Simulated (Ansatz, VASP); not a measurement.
# Cross-check of ZnS (Wurtzite-2H) between VASP and Ansatz, part 2 of 3

One calculation is typed for both programs; each brings its own data sets. How far apart do they land? The cell is taken from a series of runs on this material, whose earlier steps may have relaxed, scaled, displaced or heated it; both programs get it as it stands.

VASP 6.6.1 and Ansatz 0.2.0.

So far: Starting point; VASP: zone-centre phonons, LDA.

**2. VASP: zone-centre phonons, LDA (continued)**

Level of this step: LDA; plane waves and PAW (Zn, S) (VASP).

OUTCAR, selected parts (step 2):

```text
ion  position               nearest neighbor table
   1  0.333  0.667  0.001-   4 2.29   4 2.29   4 2.29   3 2.30
   2  0.667  0.333  0.501-   3 2.29   3 2.29   3 2.29   4 2.30
   3  0.333  0.667  0.374-   2 2.29   2 2.29   2 2.29   1 2.30
   4  0.667  0.333  0.874-   1 2.29   1 2.29   1 2.29   2 2.30

  LATTYP: Found a hexagonal cell.
 ALAT       =     3.7382271422
 C/A-ratio  =     1.6431260368

 Subroutine GETGRP returns: Found 12 space group operations
 (whereof  6 operations were pure point group operations)

The static configuration has the point symmetry C_3v.
 The point group associated with its full space group is C_6v.

 Found     36 irreducible k-points:

   k-points           NKPTS =     36   k-points in BZ     NKDIM =     36   number of bands    NBANDS=     24

   dimension x,y,z NGX =    28 NGY =   28 NGZ =   48
   dimension x,y,z NGXF=    56 NGYF=   56 NGZF=   96

   ENCUT  =  500.0 eV  36.75 Ry    6.06 a.u.   6.82  6.82 11.20*2*pi/ulx,y,z

   NELECT =      36.0000    total number of electrons

 k-points in reciprocal lattice and weights: Automatic mesh
   0.00000000  0.00000000  0.00000000       0.003
   0.11111111  0.00000000  0.00000000       0.019
   0.22222222 -0.00000000  0.00000000       0.019
   0.33333333 -0.00000000  0.00000000       0.019
   0.44444444 -0.00000000  0.00000000       0.019
   0.11111111  0.11111111  0.00000000       0.019
   0.22222222  0.11111111  0.00000000       0.037
   0.33333333  0.11111111  0.00000000       0.037
   0.44444444  0.11111111  0.00000000       0.019
[...]
0.33333333  0.22222222  0.50000000       0.037
   0.33333333  0.33333333  0.50000000       0.006

 average (electrostatic) potential at core
       1 -37.0592       2 -37.0592       3 -88.7579       4 -88.7579

  Total        0.0861094      0.0861094      0.0921811      0.0000000     -0.0000000      0.0000000
  in kB        1.8559340      1.8559340      1.9867985      0.0000000     -0.0000000      0.0000000
  external PRESSURE =       1.8995555 kB  Pullay stress =       0.0000000 kB

  energy-cutoff  :      500.00
  volume of cell :       74.34
[...]
3.738227142  0.000000000  0.000000000     0.267506484  0.154444941  0.000000000
    -1.869113571  3.237399670  0.000000000     0.000000000  0.308889881  0.000000000
     0.000000000  0.000000000  6.142378349     0.000000000  0.000000000  0.162803387

 POSITION                                       TOTAL-FORCE (eV/Angst)
 -----------------------------------------------------------------------------------
      0.00000      2.15827      0.00361         0.000000      0.000000      0.000459
      1.86911      1.07913      3.07480        -0.000000     -0.000000      0.000459
      0.00000      2.15827      2.29978         0.000000     -0.000000     -0.000459
      1.86911      1.07913      5.37097        -0.000000      0.000000     -0.000459
 -----------------------------------------------------------------------------------
    total drift:                               -0.000001     -0.000001      0.001142

 MACROSCOPIC STATIC DIELECTRIC TENSOR (including local field effects in DFT)
 ------------------------------------------------------
           6.046202    -0.000000    -0.000000
           0.000000     6.046202     0.000000
           0.000000     0.000000     6.181658
 ------------------------------------------------------

 PIEZOELECTRIC TENSOR (including local field effects)  for field in x, y, z        (C/m^2)
          XX          YY          ZZ          XY          YZ          ZX
  --------------------------------------------------------------------------------
  x     0.00000     0.00000     0.00000     0.00000     0.00000     0.37112
  y     0.00000    -0.00000     0.00000     0.00000     0.37112     0.00000
  z     0.34746     0.34746    -0.73505     0.00000     0.00000     0.00000

 BORN EFFECTIVE CHARGES (including local field effects) (in |e|, cummulative output)
 ---------------------------------------------------------------------------------
 ion    1
    1     1.84869     0.00000     0.00000
    2     0.00000     1.84869     0.00000
    3     0.00000     0.00000     1.95736
 ion    2
    1     1.84869     0.00000     0.00000
    2     0.00000     1.84869     0.00000
    3     0.00000     0.00000     1.95736
 ion    3
    1    -1.84869     0.00000     0.00000
    2     0.00000    -1.84869     0.00000
    3     0.00000     0.00000    -1.95736
 ion    4
    1    -1.84869     0.00000     0.00000
    2    -0.00000    -1.84869     0.00000
    3     0.00000     0.00000    -1.95736

 Eigenvectors and eigenvalues of the dynamical matrix
 ----------------------------------------------------

   1 f  =   10.487524 THz    65.895055 2PiTHz  349.826136 cm-1    43.372894 meV
             X         Y         Z           dx          dy          dz
      0.000000  2.158266  0.003608     0.000000    0.000000    0.136559
      1.869114  1.079133  3.074797    -0.000000   -0.000000   -0.136559
      0.000000  2.158266  2.299784     0.000000    0.000000   -0.693795
      1.869114  1.079133  5.370973    -0.000000   -0.000000    0.693795

   2 f  =    8.999788 THz    56.547337 2PiTHz  300.200621 cm-1    37.220117 meV
             X         Y         Z           dx          dy          dz
      0.000000  2.158266  0.003608    -0.359976   -0.000000   -0.000000
      1.869114  1.079133  3.074797     0.359976    0.000000   -0.000000
      0.000000  2.158266  2.299784    -0.608619   -0.000000    0.000000
      1.869114  1.079133  5.370973     0.608619    0.000000    0.000000

   3 f  =    8.999788 THz    56.547337 2PiTHz  300.200621 cm-1    37.220117 meV
             X         Y         Z           dx          dy          dz
      0.000000  2.158266  0.003608     0.000000   -0.359976   -0.000000
      1.869114  1.079133  3.074797    -0.000000    0.359976    0.000000
      0.000000  2.158266  2.299784     0.000000   -0.608619    0.000000
      1.869114  1.079133  5.370973    -0.000000    0.608619    0.000000

   4 f  =    8.832436 THz    55.495833 2PiTHz  294.618356 cm-1    36.528004 meV
             X         Y         Z           dx          dy          dz
      0.000000  2.158266  0.003608    -0.405216   -0.000001   -0.000000
      1.869114  1.079133  3.074797    -0.405216   -0.000001   -0.000000
      0.000000  2.158266  2.299784     0.579482    0.000001    0.000000
      1.869114  1.079133  5.370973     0.579482    0.000001    0.000000

   5 f  =    8.832436 THz    55.495833 2PiTHz  294.618356 cm-1    36.528004 meV
             X         Y         Z           dx          dy          dz
      0.000000  2.158266  0.003608    -0.000001    0.405216    0.000000
      1.869114  1.079133  3.074797    -0.000001    0.405216    0.000000
      0.000000  2.158266  2.299784     0.000001   -0.579482   -0.000000
      1.869114  1.079133  5.370973     0.000001   -0.579482   -0.000000

   6 f  =    8.698471 THz    54.654104 2PiTHz  290.149753 cm-1    35.973968 meV
             X         Y         Z           dx          dy          dz
      0.000000  2.158266  0.003608    -0.000000   -0.000000    0.404430
      1.869114  1.079133  3.074797    -0.000000   -0.000000    0.404430
      0.000000  2.158266  2.299784     0.000000    0.000000   -0.580031
      1.869114  1.079133  5.370973     0.000000    0.000000   -0.580031

   7 f  =    5.949072 THz    37.379123 2PiTHz  198.439686 cm-1    24.603374 meV
             X         Y         Z           dx          dy          dz
      0.000000  2.158266  0.003608     0.000000    0.000000    0.693795
      1.869114  1.079133  3.074797    -0.000000   -0.000000   -0.693795
      0.000000  2.158266  2.299784     0.000000    0.000000    0.136559
      1.869114  1.079133  5.370973    -0.000000    0.000000   -0.136559

   8 f  =    2.072503 THz    13.021921 2PiTHz   69.131262 cm-1     8.571180 meV
             X         Y         Z           dx          dy          dz
      0.000000  2.158266  0.003608    -0.608619   -0.000028    0.000000
      1.869114  1.079133  3.074797     0.608619    0.000028    0.000000
      0.000000  2.158266  2.299784     0.359976    0.000016    0.000000
      1.869114  1.079133  5.370973    -0.359976   -0.000016    0.000000

   9 f  =    2.072503 THz    13.021921 2PiTHz   69.131262 cm-1     8.571180 meV
             X         Y         Z           dx          dy          dz
      0.000000  2.158266  0.003608    -0.000028    0.608619   -0.000000
      1.869114  1.079133  3.074797     0.000028   -0.608619    0.000000
      0.000000  2.158266  2.299784     0.000016   -0.359976   -0.000000
      1.869114  1.079133  5.370973    -0.000016    0.359976   -0.000000

  10 f/i=    0.005927 THz     0.037241 2PiTHz    0.197708 cm-1     0.024513 meV
             X         Y         Z           dx          dy          dz
      0.000000  2.158266  0.003608    -0.499877    0.293126    0.000000
      1.869114  1.079133  3.074797    -0.499877    0.293126    0.000000
      0.000000  2.158266  2.299784    -0.349550    0.204975    0.000000
      1.869114  1.079133  5.370973    -0.349550    0.204975    0.000000

  11 f/i=    0.005927 THz     0.037241 2PiTHz    0.197708 cm-1     0.024513 meV
             X         Y         Z           dx          dy          dz
      0.000000  2.158266  0.003608     0.293126    0.499877   -0.000000
      1.869114  1.079133  3.074797     0.293126    0.499877   -0.000000
      0.000000  2.158266  2.299784     0.204975    0.349550   -0.000000
      1.869114  1.079133  5.370973     0.204975    0.349550   -0.000000

  12 f/i=    0.017627 THz     0.110753 2PiTHz    0.587967 cm-1     0.072899 meV
             X         Y         Z           dx          dy          dz
      0.000000  2.158266  0.003608     0.000000    0.000000    0.580031
      1.869114  1.079133  3.074797     0.000000    0.000000    0.580031
      0.000000  2.158266  2.299784     0.000000    0.000000    0.404430
      1.869114  1.079133  5.370973     0.000000    0.000000    0.404430

 MACROSCOPIC STATIC DIELECTRIC TENSOR IONIC CONTRIBUTION
 ------------------------------------------------------
           2.423991     0.000000     0.000000
           0.000000     2.423991    -0.000000
           0.000000    -0.000000     2.804445
 ------------------------------------------------------

 ELASTIC MODULI CONTR FROM IONIC RELAXATION (kBar)
 Direction    XX          YY          ZZ          XY          YZ          ZX
 --------------------------------------------------------------------------------
 XX        -370.1771    148.2952    200.6894     -0.0000      0.0000      0.0000
 YY         148.2952   -370.1771    200.6894      0.0000     -0.0000     -0.0000
 ZZ         200.6894    200.6894   -363.0422      0.0000     -0.0000      0.0000
 XY          -0.0000      0.0000      0.0000   -259.2362      0.0000     -0.0000
 YZ           0.0000     -0.0000     -0.0000      0.0000    -97.6296     -0.0000
 ZX           0.0000     -0.0000      0.0000      0.0000     -0.0000   -112.5879
 --------------------------------------------------------------------------------

 PIEZOELECTRIC TENSOR IONIC CONTR  for field in x, y, z        (C/m^2)
          XX          YY          ZZ          XY          YZ          ZX
  --------------------------------------------------------------------------------
  x     0.00000    -0.00000     0.00000    -0.00000    -0.00000    -0.49157
  y    -0.00000    -0.00000    -0.00000     0.00000    -0.45775    -0.00000
  z    -0.52486    -0.52486     0.94945    -0.00000     0.00000    -0.00000
```

Energies printed during the response cycles are not total energies of the cell. The dielectric response converges more slowly with the mesh than energies do, so tensor and charges may still move on a finer one.

(Part 2 of 3 ends here.)

[Lines on the potential files, build, host, timing and source positions are cut from VASP's logs without a mark.]

[Logs are printed without paths, hosts, clocks, repeated set-up lines and the standing remarks that a program may print on its own settings, such as how far it seeks lower states.]

[Hosts, paths, dates, database ids (printed as entryN), source tags and the programs' standing remarks are cut or masked in the printed files.]
